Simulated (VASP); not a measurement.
Input for VASP

File POSCAR:
```
ZnS
1
    0.0000000000     2.6799470000     2.6799470000
    2.6799470000     0.0000000000     2.6799470000
    2.6799470000     2.6799470000     0.0000000000
Zn S
1 1
Direct
  0.0000000000   0.0000000000   0.0000000000
  0.2500000000   0.2500000000   0.2500000000
```

### KPOINTS
```
Automatic
0
gamma
  5 5 5
0 0 0
```

**INCAR**
```
SYSTEM = ZnS
PREC = Accurate
ENCUT = 300
EDIFF = 1E-6
NELM = 100
ALGO = Normal
LREAL = .FALSE.
LASPH = .TRUE.
ISMEAR = 0
SIGMA = 0.01
GGA = PE
HFSCREEN = 0.2
AEXX = 0.25
LHFCALC = .TRUE.
PRECFOCK = Fast
ISYM = 3
LMAXMIX = 4
LWAVE = .FALSE.
LCHARG = .FALSE.
ISIF = 2
```

POTCAR, in this order: Zn S (PBE.64 set). Program: vasp_std.

Question: Write an equivalent input for Quantum ESPRESSO's pw.x.

Answer: One equivalent input (not run):
```
&CONTROL
  calculation = 'scf'
  pseudo_dir = './pseudo'
  outdir = './out'
  tprnfor = .true.
  tstress = .false.
/
&SYSTEM
  ibrav = 0
  nat = 2
  ntyp = 2
  ecutwfc = 84
  occupations = 'smearing'
  smearing = 'gaussian'
  degauss = 0.000735
  input_dft = 'hse'
  nqx1 = 5
  nqx2 = 5
  nqx3 = 5
  screening_parameter = 0.1058
/
&ELECTRONS
  conv_thr = 7.3e-08
  electron_maxstep = 100
/
ATOMIC_SPECIES
  Zn 65.380 Zn.upf
  S 32.060 S.upf
CELL_PARAMETERS angstrom
     0.0000000    2.6799470    2.6799470
     2.6799470    0.0000000    2.6799470
     2.6799470    2.6799470    0.0000000
ATOMIC_POSITIONS crystal
  Zn   0.0000000  0.0000000  0.0000000
  S    0.2500000  0.2500000  0.2500000
K_POINTS automatic
  5 5 5 0 0 0
```
The two are equivalent in intent, not identical: the potentials are each code's own (VASP's PAW set, PseudoDojo norm-conserving files in pw.x), so ENCUT and ecutwfc are chosen apart and not converted; conv_thr bounds pw.x's estimated SCF error, while EDIFF bounds the energy change between steps.

The structure comes from a computed database's ZnS entry; how it stands against other phases isn't given here. The cell was not relaxed at this level. The run is one of a series of settings (KPOINTS 5×5×5 Γ-centred mesh against the base run), some of them coarse on purpose.
